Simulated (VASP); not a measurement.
VMoS3:

```
V Mo S
1.0
     0.00000    4.95827    4.95827
     4.95827    0.00000    4.95827
     4.95827    4.95827    0.00000
V Mo S
2 2 6
Direct
  0.00000 0.00000 0.00000
  0.50000 0.50000 0.50000
  0.25000 0.25000 0.25000
  0.75000 0.75000 0.75000
  0.82133 0.17867 0.17867
  0.17867 0.82133 0.82133
  0.17867 0.82133 0.17867
  0.82133 0.17867 0.82133
  0.17867 0.17867 0.82133
  0.82133 0.82133 0.17867
```

The cell was built by a generator and needn't be a form met in nature.

| Property | Result |
| --- | --- |
| Program | VASP 6.6.1 |
| Task | relaxation of cell and atoms |
| Functional | PBE |
| Potentials or basis | VASP PAW PBE potentials, release 64 (V_sv, Mo_sv, S) |
| Cutoff | 520 eV |
| k mesh | 3 × 3 × 3 |
| Occupations | gaussian, width 0.15 eV |
| Spin | collinear spin, ferromagnetic start |
| Starting moments | [2.0, 2.0, 1.0, 1.0, 0.0, 0.0, 0.0, 0.0, 0.0, 0.0] μB |

At the start: pressure 35.5 GPa; volume 24.38 Å³/atom.

Where does the relaxation end?

Over 20 steps the energy falls by 3018.0 meV/atom and the volume is 19.12 Å³/atom (-21.6 %); space group Pm-3m (No. 221, to 0.05 Å); moment 9.31 μB per cell.

Step by step:
| step | energy change (eV) | largest force (eV/Å) | pressure (GPa) | volume (Å³) |
| --- | --- | --- | --- | --- |
| 1 | 0.0000 | 19.7702 | 35.46 | 243.79 |
| 2 | 29.5825 | 0.1083 | 2.44 | 488.02 |
| 3 | -9.4535 | 0.8608 | -7.29 | 501.17 |
| 4 | -11.4472 | 0.8527 | -7.11 | 494.09 |
| 5 | -19.3216 | 0.0145 | -10.36 | 352.71 |
| 6 | 42.4508 | 38.7727 | 276.90 | 93.88 |
| 7 | -12.8904 | 1.1583 | -10.99 | 314.21 |
| 8 | -21.8037 | 9.5029 | 19.86 | 182.45 |
| 9 | -20.9822 | 3.0442 | -3.59 | 254.72 |
| 10 | -25.2679 | 3.0460 | -5.39 | 245.23 |
| 11 | -25.3248 | 5.6274 | 2.74 | 212.29 |
| 12 | -25.7110 | 4.0190 | -2.44 | 230.89 |
| 13 | -28.9988 | 2.9386 | 10.47 | 171.80 |
| 14 | -29.0002 | 2.9183 | 10.27 | 171.67 |
| 15 | -28.7705 | 3.5821 | 2.81 | 188.00 |
| 16 | -29.9772 | 0.4191 | 4.54 | 178.84 |
| 17 | -30.1747 | 0.1956 | -0.21 | 191.65 |
| 18 | -30.1771 | 0.1556 | 0.10 | 190.62 |
| 19 | -30.1772 | 0.1414 | 0.27 | 190.31 |
| 20 | -30.1800 | 0.0149 | -0.08 | 191.17 |

Final structure:
```
V Mo S
1.0
     0.00000    4.57226    4.57226
     4.57226    0.00000    4.57226
     4.57226    4.57226    0.00000
V Mo S
2 2 6
Cartesian
  0.0000 0.0000 0.0000
  4.5723 4.5723 4.5723
  2.2861 2.2861 2.2861
  6.8584 6.8584 6.8584
  2.2856 4.5723 4.5723
  6.8589 4.5723 4.5723
  4.5723 2.2856 4.5723
  4.5723 6.8589 4.5723
  4.5723 4.5723 2.2856
  4.5723 4.5723 6.8589
```

Caveat: the k mesh is coarse (spacing up to 0.37 Å⁻¹), so the values aren't converged; the volume moved by over 15 % at a fixed basis, so the end points are rough; the relaxation stopped at a loose force limit of 0.08 eV/Å, so its end isn't a converged minimum.
